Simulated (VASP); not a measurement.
# A VASP study of LiCaSc (rev-vdW-DF2): structure first, properties next, part 3 of 5

Aim: relax LiCaSc, then compute properties on the relaxed cell. The cell is invented: other elements were put on sites of a known structure type. It may not be a known or stable phase.

VASP 6.6.1; rev-vdW-DF2; plane waves and PAW (Li_sv, Ca_sv, Sc_sv); invented cell.

Still holding for the runs below: The k-mesh is coarse for a metal.

So far. Step 3 (Relaxing cell and atoms (rev-vdW-DF2)): It ends with forces that vanish by symmetry and a pressure of -0.02 GPa. Step 4 (Second relaxation): It ends with forces that vanish by symmetry and a pressure of -0.01 GPa. The volume moved by under 0.01 %: the run met its threshold at the first step.

### 5. Density, ELF and potential (rev-vdW-DF2)

A single point on the relaxed cell gives a clean self-consistent state, with density, ELF and potential written out.

File INCAR:

```
SYSTEM = LiCaSc
PREC = Accurate
ENCUT = 650
EDIFF = 1E-06
NELM = 100
ISMEAR = 1
SIGMA = 0.2
LREAL = .FALSE.
ALGO = Normal
GGA = MK
AGGAC = 0
LUSE_VDW = .TRUE.
PARAM1 = 0.1234
PARAM2 = 0.711357
ZAB_VDW = -1.8867
LASPH = .TRUE.
NBANDS = 18
LORBIT = 11
LWAVE = .FALSE.
LCHARG = .TRUE.
ISIF = 2
LELF = .TRUE.
LVHAR = .TRUE.
```

File POSCAR:

```
LiCaSc
1.0
    5.4092602523      0.0000000000      0.0000000000
   -2.7046301261      4.6845567851      0.0000000000
    0.0000000000      0.0000000000      3.3295698079
Li Ca Sc
1 1 1
Direct
    0.0000000000      0.0000000000      0.5000000000
    0.6666666700      0.3333333300      0.0000000000
    0.3333333300      0.6666666700      0.5000000000
```

File KPOINTS:

```
Automatic mesh
0
Gamma
5 5 7
0 0 0
```

Potentials, in the order of the species: Li_sv, Ca_sv and Sc_sv (PBE family, release 64).

Launch:

```
$ mpirun -np 1 vasp_std
```

Output:

```text
[... set-up lines as in an earlier step ...]
 entering main loop
       N       E                     dE             d eps       ncg     rms          rms(c)
[... 14 cycles as in an earlier step ...]
   1 F= -.39459927E+01 E0= -.39448421E+01  d E =-.345178E-02
```

Elapsed: 80 s, on 1 MPI rank of Intel Xeon 6975P-C (Granite Rapids), shared host; peak memory 0.61 GiB.

Parts of OUTCAR (step 5):

```text
   NELECT =      24.0000    total number of electrons

 E-fermi :   2.2084

Total vdW correction in eV:      4.0365918

Total vdW correction in eV:      4.0365400

[... 20 parts as in an earlier step ...]

[... 2 further parts left out ...]
```

This step gave:

```
SCF cycles : 14
```

Valence electrons inside each PAW sphere by angular momentum. Sphere charges, by row:

| atom | s (e) | p (e) | d (e) | tot (e) |
| --- | --- | --- | --- | --- |
| Li1 | 2.032 | 0.053 | 0 | 2.085 |
| Ca2 | 2.092 | 5.833 | 0.228 | 8.153 |
| Sc3 | 2.296 | 6.037 | 0.987 | 9.321 |

ELF in the ab plane at fractional z = 0.500, with atoms of Li and Sc within 0.2 Å of it. It is the smooth field of the valence electrons, not physical close to the nuclei.

Ten even steps from '_' (0.19 × 1e-1) to '@' (9.79 × 1e-1), each cell a mean:
```
##....====::..__..::==--__..@@
____--::....::::__..--::____..
::--::..--****++....----..____
++--..==##%%%%**....==++++==++
==..::**%%%%##==..--**********
::__==##%%##++....==********++
::__--****==....==++======++==
::__........::====--::::--====
==::....::--++++--......--==++
++==--==++****==::....::==****
--::::--******==::..::==++****
______..++****==----==****++..
++--__..++****++==++****++..__
@@**__::**++==----==**++..__##
```
Columns run along a (5.4 Å), rows up along b (5.4 Å). Atoms in or near the plane, at fractional coordinates: Li at (0.00, 0.00), Sc at (0.33, 0.67).

Valence density in the ab plane at fractional z = 0.500, with atoms of Li and Sc within 0.2 Å of it. It is the smooth field of the valence electrons, not physical close to the nuclei.

Ten steps, logarithmic in the rise over the least value, from '_' (0.1 e/Å³) to '@' (8.8 e/Å³), each cell a mean:
```
%%--______________________==%%
..______..::----..________..--
______..==**##++::____________
____..++%%@@%%**::____________
____--##@@@@%%++..____________
__..==##@@%%**::______________
__..==****++::________________
__..::::::..__________________
______________________________
______________________________
______________________________
______________________________
**++..______________________::
@@##..____________________::%%
```
Columns run along a (5.4 Å), rows up along b (5.4 Å). Atoms in or near the plane, at fractional coordinates: Li at (0.00, 0.00), Sc at (0.33, 0.67).

Electrostatic potential energy in the ab plane at fractional z = 0.500, with atoms of Li and Sc within 0.2 Å of it. With pseudopotentials it is smooth inside the atoms' cores, unlike the true potential.

Values in eV, 14 rows by 15 columns, each cell a mean:
```
-28  -9  -2   1   1  -1  -2  -3  -2   0   1   0  -3 -13 -31
 -6  -2   0   0  -3  -8 -11 -10  -6  -2   0   0  -3  -6 -11
  0   1  -1  -5 -14 -21 -22 -19  -9  -3   0   1  -1  -2  -2
  1   0  -5 -15 -25 -30 -29 -21  -9  -2   1   2   1   1   1
  1  -2 -11 -23 -31 -31 -28 -17  -5   0   2   2   2   2   2
  0  -5 -15 -25 -29 -27 -20  -8  -1   1   2   2   2   2   2
 -1  -5 -14 -20 -20 -16  -8  -2   1   1   1   1   1   1   1
  0  -3  -7  -9  -8  -4  -1   1   1   0   0   0   0   1   1
  1   0  -2  -2  -1   1   1   1   0  -1  -1  -1   0   1   2
  2   1   0   1   1   2   2   1   0  -1  -1   0   1   2   2
  1   0   0   1   2   2   2   1   0  -1   0   1   2   2   2
 -3  -5  -3   0   2   2   2   1   1   1   1   2   2   1  -1
-22 -20  -6  -1   2   2   2   1   1   1   2   2   1  -1  -8
-32 -24  -5   0   2   2   1   0   1   1   2   2  -1  -7 -28
```
Columns run along a (5.4 Å; values clipped at the 3rd and 97th percentile), rows up along b (5.4 Å). Atoms in or near the plane, at fractional coordinates: Li at (0.00, 0.00), Sc at (0.33, 0.67).

In this run the pressure is -0.01 GPa, small enough to go on; single stress components reach 0.03 GPa.

### 6. Band structure (rev-vdW-DF2)

Levels along the symmetry lines show where the bands peak and cross; KPOINTS_OPT computes them in the converged potential.

Changes to INCAR since step 5:

```diff
@@ -16,8 +16,5 @@
 LASPH = .TRUE.
-NBANDS = 18
+NBANDS = 25
 LORBIT = 11
 LWAVE = .FALSE.
-LCHARG = .TRUE.
-ISIF = 2
-LELF = .TRUE.
-LVHAR = .TRUE.
+LCHARG = .FALSE.
```

POSCAR is that of step 5.

KPOINTS is that of step 5.

File KPOINTS_OPT:

```
Line mode
16
Line-mode
Reciprocal
  0.00000000   0.00000000   0.00000000 GAMMA
  0.50000000   0.00000000   0.00000000 M

  0.50000000   0.00000000   0.00000000 M
  0.33333333   0.33333333   0.00000000 K

  0.33333333   0.33333333   0.00000000 K
  0.00000000   0.00000000   0.00000000 GAMMA

  0.00000000   0.00000000   0.00000000 GAMMA
  0.00000000   0.00000000   0.50000000 A

  0.00000000   0.00000000   0.50000000 A
  0.50000000   0.00000000   0.50000000 L

  0.50000000   0.00000000   0.50000000 L
  0.33333333   0.33333333   0.50000000 H

  0.33333333   0.33333333   0.50000000 H
  0.00000000   0.00000000   0.50000000 A

  0.50000000   0.00000000   0.50000000 L
  0.50000000   0.00000000   0.00000000 M

  0.33333333   0.33333333   0.00000000 K
  0.33333333   0.33333333   0.50000000 H
```

Launch:

```
$ mpirun -np 1 vasp_std
```

Output:

```text
[... set-up lines as in an earlier step ...]
 entering main loop
       N       E                     dE             d eps       ncg     rms          rms(c)
DAV:   1     0.288477911792E+03    0.28848E+03   -0.12430E+04  1000   0.110E+03
DAV:   2     0.116611282226E+02   -0.27682E+03   -0.27154E+03  1000   0.351E+02
DAV:   3    -0.323713020062E+01   -0.14898E+02   -0.14646E+02  1757   0.749E+01
DAV:   4    -0.556466195966E+01   -0.23275E+01   -0.22923E+01  1704   0.198E+01
DAV:   5    -0.577416172949E+01   -0.20950E+00   -0.20934E+00  1560   0.466E+00    0.599E+00
DAV:   6    -0.417413914423E+01    0.16000E+01   -0.86737E+00  1478   0.144E+01    0.341E+00
DAV:   7    -0.398365255688E+01    0.19049E+00   -0.15994E+00  1495   0.703E+00    0.150E+00
DAV:   8    -0.397298843849E+01    0.10664E-01   -0.35942E-01  1448   0.348E+00    0.101E+00
DAV:   9    -0.394621991596E+01    0.26769E-01   -0.14149E-01  1472   0.197E+00    0.177E-01
DAV:  10    -0.394670710132E+01   -0.48719E-03   -0.13521E-02  1568   0.566E-01    0.150E-01
DAV:  11    -0.394607215664E+01    0.63494E-03   -0.64177E-03  1591   0.346E-01    0.656E-02
DAV:  12    -0.394599780984E+01    0.74347E-04   -0.32505E-04  1448   0.102E-01    0.204E-02
DAV:  13    -0.394599256409E+01    0.52458E-05   -0.46004E-05  1527   0.364E-02    0.315E-03
DAV:  14    -0.394599280027E+01   -0.23618E-06   -0.11265E-06   936   0.733E-03
   1 F= -.39459928E+01 E0= -.39448426E+01  d E =-.345070E-02
 Start KPOINTS_OPT (optional k-point list driver)
k-point batch [1-20\144]
       N       E                     dE             ncg
DAV:   1    -0.473865560230E+04   -0.10132E+05     1000
DAV:   2    -0.104298160910E+05   -0.56912E+04     1000
DAV:   3    -0.107307988342E+05   -0.30098E+03     1774
DAV:   4    -0.107736238834E+05   -0.42825E+02     1647
DAV:   5    -0.107763531697E+05   -0.27293E+01     1560
DAV:   6    -0.107764291282E+05   -0.75958E-01     1480
DAV:   7    -0.107764337306E+05   -0.46024E-02     1576
DAV:   8    -0.107764337714E+05   -0.40868E-04     1408
DAV:   9    -0.107764337722E+05   -0.74755E-06      976
[...]
k-point batch [141-144\144]
       N       E                     dE             ncg
DAV:   1     0.920407540015E+04   -0.48180E+04      200
DAV:   2     0.804423153114E+04   -0.11598E+04      208
DAV:   3     0.798441311871E+04   -0.59818E+02      303
DAV:   4     0.797372717062E+04   -0.10686E+02      384
DAV:   5     0.797311243836E+04   -0.61473E+00      232
DAV:   6     0.797309066702E+04   -0.21771E-01      320
DAV:   7     0.797308898433E+04   -0.16827E-02      272
DAV:   8     0.797308897461E+04   -0.97196E-05      312
DAV:   9     0.797308897434E+04   -0.26789E-06      200
```

It took 3 min on 1 MPI rank; peak memory 0.61 GiB.

Parts of OUTCAR (step 6):

```text
   k-points           NKPTS =     20   k-points in BZ     NKDIM =     20   number of bands    NBANDS=     25

   NELECT =      24.0000    total number of electrons

 E-fermi :   2.2084

 k-point     1 :       0.0000    0.0000    0.0000
  band No.  band energies     occupation
    ...
      9     -19.9994      2.00000
     10      -2.1549      2.00000
     11       1.7505      2.00562
     12       1.9319      2.06476
     13       1.9319      2.06476
     14       3.1000     -0.00000
     15       3.1000     -0.00000
     16       3.7038     -0.00000
     17       4.2179     -0.00000
     18       4.2179     -0.00000
    ...

Total vdW correction in eV:      4.0365770

  Total       -0.0057153     -0.0057153     -0.0153511     -0.0000000      0.0000000      0.0000000
  in kB       -0.1085315     -0.1085315     -0.2915121     -0.0000000      0.0000000      0.0000000
  external PRESSURE =      -0.1695250 kB  Pullay stress =       0.0000000 kB

 POSITION                                       TOTAL-FORCE (eV/Angst)
 -----------------------------------------------------------------------------------
      0.00000      0.00000      1.66478        -0.000000      0.000000      0.000000
      2.70463      1.56152      0.00000        -0.000000      0.000000      0.000000
     -0.00000      3.12304      1.66478         0.000000     -0.000000      0.000000
 -----------------------------------------------------------------------------------
    total drift:                                0.000008     -0.000004      0.000000

  FREE ENERGIE OF THE ION-ELECTRON SYSTEM (eV)
  ---------------------------------------------------
  free  energy   TOTEN  =        -3.9459928003 eV

  energy  without entropy=       -3.9425420975  energy(sigma->0) =       -3.94484257

Total vdW correction in eV:      4.0365482

[... 8 parts as in an earlier step ...]

[... 8 further parts left out ...]
```

This step gave:

- bands: 25
- pressure: -0.01695 GPa

The electronic bands at the labelled points (eV, zero at the Fermi level; # counts the bands kept in this run, so #1 is VASP's band 10):

| point | #1 | #2 | #3 | #4 | #5 | #6 | #7 |
| --- | --- | --- | --- | --- | --- | --- | --- |
| Γ | -4.36 | -0.46 | -0.28 | -0.28 | 0.89 | 0.89 | 1.50 |
| 0.47 of the way | -3.99 | -0.97 | -0.59 | -0.08 | 0.65 | 0.85 | 1.69 |
| M | -3.04 | -2.25 | -0.82 | 0.26 | 0.53 | 0.72 | 1.86 |
| 0.47 of the way | -2.92 | -2.21 | -1.18 | 0.24 | 0.70 | 0.73 | 1.88 |
| K | -2.60 | -2.23 | -1.66 | 0.26 | 0.72 | 0.86 | 1.88 |
| 0.47 of the way | -3.72 | -1.14 | -1.00 | 0.05 | 0.62 | 0.84 | 1.77 |
| Γ | -4.36 | -0.46 | -0.28 | -0.28 | 0.89 | 0.89 | 1.50 |
| 0.47 of the way | -3.56 | -0.14 | -0.14 | 0.13 | 0.39 | 0.39 | 2.29 |
| A | -1.20 | -1.17 | -0.08 | -0.08 | -0.04 | -0.04 | 2.75 |
| 0.47 of the way | -1.08 | -1.04 | -0.02 | 0.11 | 0.14 | 0.15 | 2.07 |
| L | -0.88 | -0.86 | 0.05 | 0.48 | 0.48 | 0.51 | 1.18 |
| 0.47 of the way | -0.80 | -0.79 | -0.14 | 0.34 | 0.51 | 0.62 | 1.13 |
| H | -0.69 | -0.54 | -0.44 | 0.19 | 0.49 | 0.76 | 1.13 |
| 0.47 of the way | -0.99 | -0.96 | -0.06 | 0.14 | 0.31 | 0.34 | 1.63 |
| A | -1.20 | -1.17 | -0.08 | -0.08 | -0.04 | -0.04 | 2.75 |
| jump to L | -0.88 | -0.86 | 0.05 | 0.48 | 0.48 | 0.51 | 1.18 |
| 0.47 of the way | -2.05 | -1.62 | -0.01 | 0.13 | 0.75 | 0.93 | 1.08 |
| M | -3.04 | -2.25 | -0.82 | 0.26 | 0.53 | 0.72 | 1.86 |
| jump to K | -2.60 | -2.23 | -1.66 | 0.26 | 0.72 | 0.86 | 1.88 |
| 0.47 of the way | -1.86 | -1.50 | -1.30 | 0.49 | 0.71 | 0.76 | 1.27 |
| H | -0.69 | -0.54 | -0.44 | 0.19 | 0.49 | 0.76 | 1.13 |

Of the projections kept (Li, Ca, Sc), the largest for each band there, as a share of the weight inside these atoms' spheres; weight between the spheres isn't counted:

| point | #1 | #2 | #3 | #4 | #5 | #6 | #7 |
| --- | --- | --- | --- | --- | --- | --- | --- |
| Γ | Sc 0.64 | Sc 0.85 | Sc 0.81 | Sc 0.81 | Sc 0.55 | Sc 0.55 | Ca 0.69 |
| M | Sc 0.73 | Sc 0.45 | Sc 0.75 | Sc 0.60 | Sc 0.96 | Sc 0.89 | Ca 0.78 |
| K | Sc 0.85 | Ca 0.59 | Sc 0.51 | Sc 0.97 | Sc 0.84 | Sc 0.91 | Sc 0.94 |
| Γ | Sc 0.64 | Sc 0.85 | Sc 0.81 | Sc 0.81 | Sc 0.55 | Sc 0.55 | Ca 0.69 |
| A | Ca 0.46 | Sc 0.77 | Sc 0.89 | Sc 0.89 | Sc 0.67 | Sc 0.67 | Sc 0.56 |
| L | Sc 0.84 | Sc 0.61 | Sc 0.96 | Sc 0.65 | Sc 0.52 | Ca 0.61 | Sc 0.97 |

There is no gap at this level.

Of the bands kept, 4 cross the Fermi level on this path.

### 7. Density of states (rev-vdW-DF2)

Here the states are counted by energy and projected on the atoms. The mesh is finer than in the run before.

Changes to INCAR since step 6:

```diff
@@ -5,3 +5,3 @@
 NELM = 100
-ISMEAR = 1
+ISMEAR = -5
 SIGMA = 0.2
@@ -20 +20,2 @@
 LCHARG = .FALSE.
+NEDOS = 2001
```

POSCAR is that of step 6.

File KPOINTS:

```
Automatic mesh
0
Gamma
7 7 10
0 0 0
```

Launch:

```
$ mpirun -np 1 vasp_std
```

Output:

```text
[... set-up lines as in an earlier step ...]
 entering main loop
       N       E                     dE             d eps       ncg     rms          rms(c)
DAV:   1     0.286710516306E+03    0.28671E+03   -0.12306E+04  2400   0.109E+03
DAV:   2     0.112454366007E+02   -0.27547E+03   -0.27052E+03  2400   0.353E+02
DAV:   3    -0.324231034169E+01   -0.14488E+02   -0.14227E+02  4151   0.733E+01
DAV:   4    -0.558710383607E+01   -0.23448E+01   -0.23061E+01  4160   0.193E+01
DAV:   5    -0.578541284631E+01   -0.19831E+00   -0.19830E+00  3744   0.446E+00    0.601E+00
DAV:   6    -0.418968033679E+01    0.15957E+01   -0.92712E+00  3544   0.146E+01    0.352E+00
DAV:   7    -0.398814844599E+01    0.20153E+00   -0.18196E+00  3591   0.722E+00    0.154E+00
DAV:   8    -0.396206428690E+01    0.26084E-01   -0.28878E-01  3448   0.320E+00    0.850E-01
DAV:   9    -0.394497492113E+01    0.17089E-01   -0.93752E-02  3823   0.156E+00    0.162E-01
DAV:  10    -0.394528209701E+01   -0.30718E-03   -0.10814E-02  3615   0.495E-01    0.142E-01
DAV:  11    -0.394468954313E+01    0.59255E-03   -0.29390E-03  4048   0.245E-01    0.254E-02
DAV:  12    -0.394471388453E+01   -0.24341E-04   -0.16185E-04  3384   0.670E-02    0.134E-02
DAV:  13    -0.394470097974E+01    0.12905E-04   -0.24538E-05  3400   0.242E-02    0.335E-03
DAV:  14    -0.394470127792E+01   -0.29818E-06   -0.80821E-07  2464   0.518E-03
   1 F= -.39447013E+01 E0= -.39447013E+01  d E =0.000000E+00
 -----------------------------------------------------------------------------
|                                                                             |
|           W    W    AA    RRRRR   N    N  II  N    N   GGGG   !!!           |
|           W    W   A  A   R    R  NN   N  II  NN   N  G    G  !!!           |
|           W    W  A    A  R    R  N N  N  II  N N  N  G       !!!           |
|           W WW W  AAAAAA  RRRRR   N  N N  II  N  N N  G  GGG   !            |
|           WW  WW  A    A  R   R   N   NN  II  N   NN  G    G                |
|           W    W  A    A  R    R  N    N  II  N    N   GGGG   !!!           |
|                                                                             |
|     Tetrahedron method does not include variations of the Fermi             |
|     occupations, so forces and stress will be inaccurate. We suggest        |
|     using a different smearing scheme ISMEAR = 1 or 2 for metals in         |
|     relaxations.                                                            |
|                                                                             |
 -----------------------------------------------------------------------------
```

Elapsed: 1.9 min, on 1 MPI rank; peak memory 0.66 GiB.

Parts of OUTCAR (step 7):

```text
   k-points           NKPTS =     48   k-points in BZ     NKDIM =     48   number of bands    NBANDS=     25

   NELECT =      24.0000    total number of electrons

 E-fermi :   2.1708

 k-point     1 :       0.0000    0.0000    0.0000
  band No.  band energies     occupation
    ...
      9     -20.0075      2.00000
     10      -2.1552      2.00000
     11       1.7562      2.00000
     12       1.9270      2.00000
     13       1.9270      2.00000
     14       3.0971      0.00000
     15       3.0971      0.00000
     16       3.6991      0.00000
     17       4.2116      0.00000
     18       4.2116      0.00000
    ...

Total vdW correction in eV:      4.0354678

  Total        0.0917329      0.0917329     -0.0646371      0.0000000      0.0000000      0.0000000
  in kB        1.7419712      1.7419712     -1.2274337      0.0000000      0.0000000      0.0000000
  external PRESSURE =       0.7521696 kB  Pullay stress =       0.0000000 kB

 POSITION                                       TOTAL-FORCE (eV/Angst)
 -----------------------------------------------------------------------------------
      0.00000      0.00000      1.66478        -0.000000     -0.000000      0.000000
      2.70463      1.56152      0.00000        -0.000000      0.000000      0.000000
     -0.00000      3.12304      1.66478         0.000000      0.000000      0.000000
 -----------------------------------------------------------------------------------
    total drift:                                0.000008     -0.000004      0.000000

  FREE ENERGIE OF THE ION-ELECTRON SYSTEM (eV)
  ---------------------------------------------------
  free  energy   TOTEN  =        -3.9447012779 eV

  energy  without entropy=       -3.9447012779  energy(sigma->0) =       -3.94470128

Total vdW correction in eV:      4.0354450

[... 6 parts as in an earlier step ...]

[... 10 further parts left out ...]
```

The DOS at the Fermi level is high for the number of transition-metal atoms. It is one value on this mesh and may be a narrow spike; if it stands, a magnetic instability is possible, which a run without spin can't show. With tetrahedra the forces and stress of a metal are not exact derivatives of the energy.

Numbers from this step:

```
irreducible k-points                                 : 48
free energy (TOTEN)                                  : -3.945 eV
Fermi energy                                         : 2.171 eV
pressure                                             : 0.07522 GPa
DOS at the Fermi level, one point of the energy grid : 5.275 states/eV/cell
```

The density of states has structure finer than the step of the table below, so its rows give means over 0.5 eV, whole bins alone (the curve runs from -12.0 to 3.69 eV). Peaks (eV: height): total 0.31: 7.46, 0.69: 10.7, 1.76: 6.29, 3.60: 7.82; Sc d 0.31: 2.85, 0.69: 5.08, 1.76: 2.83, 3.31: 2.38; Ca d 0.69: 0.787, 1.76: 1.16, 2.73: 0.985, 3.60: 3.58; Sc p 0.69: 0.302, 1.76: 0.0848, 3.60: 0.0518; Sc s -2.79: 0.12, -0.85: 0.157.

States under -12.0 eV and over 3.7 eV are left out. Density of states against energy, zero at the Fermi level; means over each step; 7 of 8 lines; values in states/eV/cell:

| energy (eV) | total | Sc d | Ca d | Sc p | Sc s | Ca p | Li p |
| --- | --- | --- | --- | --- | --- | --- | --- |
| -5.0 | 0 | 0 | 0 | 0 | 0 | 0 | 0 |
| -4.5 | 0.00615 | 0 | 0 | 8.2e-6 | 7.4e-4 | 8.2e-6 | 0 |
| -4.0 | 0.267 | 3.5e-4 | 2.0e-4 | 0.00133 | 0.0317 | 0.00109 | 4.5e-4 |
| -3.5 | 0.529 | 0.00230 | 0.00132 | 0.00508 | 0.0624 | 0.00423 | 0.00187 |
| -3.0 | 0.844 | 0.00853 | 0.00495 | 0.0107 | 0.105 | 0.00997 | 0.00497 |
| -2.5 | 0.692 | 0.0111 | 0.00702 | 0.0127 | 0.0795 | 0.0102 | 0.00487 |
| -2.0 | 0.979 | 0.0331 | 0.0174 | 0.0288 | 0.0713 | 0.0153 | 0.00705 |
| -1.5 | 1.47 | 0.111 | 0.0409 | 0.0457 | 0.0720 | 0.0229 | 0.0126 |
| -1.0 | 2.64 | 0.433 | 0.127 | 0.0546 | 0.104 | 0.0356 | 0.0252 |
| -0.5 | 2.70 | 0.700 | 0.148 | 0.0472 | 0.0659 | 0.0358 | 0.0274 |
| 0.0 | 4.36 | 1.64 | 0.284 | 0.0825 | 0.0150 | 0.0538 | 0.0487 |
| 0.5 | 7.49 | 3.04 | 0.609 | 0.232 | 0.0122 | 0.0909 | 0.0377 |
| 1.0 | 2.88 | 1.43 | 0.227 | 0.0616 | 0.00634 | 0.0213 | 0.0121 |
| 1.5 | 3.32 | 1.63 | 0.459 | 0.0418 | 0.00766 | 0.0153 | 0.0301 |
| 2.0 | 4.40 | 2.34 | 0.651 | 0.0600 | 0.00453 | 0.00918 | 0.0366 |
| 2.5 | 2.69 | 0.884 | 0.672 | 0.0274 | 0.00578 | 0.0132 | 0.0470 |
| 3.0 | 2.64 | 0.853 | 0.830 | 0.0142 | 0.00850 | 0.0164 | 0.0274 |

The finer mesh and the other smearing move the Fermi level by -0.04 eV from the 5×5×7 run, a small shift, which tests the Fermi level alone. Of the states within 0.3 eV of the Fermi level, the largest shares in the PAW spheres are Sc d 37 % and Ca d 6 %. The rest lies in smaller channels or between the spheres.

(Continued in part 4 of 5.)

[Lines on the potential files, build, host, timing and source positions are cut from VASP's logs without a mark.]

[Logs are printed without paths, hosts, clocks, repeated set-up lines and the standing remarks that a program may print on its own settings, such as how far it seeks lower states.]

[Hosts, paths, dates, database ids (printed as entryN), source tags and the programs' standing remarks are cut or masked in the printed files.]

[A measured line is paired with the nearest computed mode of its activity, which favours agreement.]

[In band tables of VASP the shares of atoms and orbitals are scaled to a sum of 1 inside the atoms' spheres.]
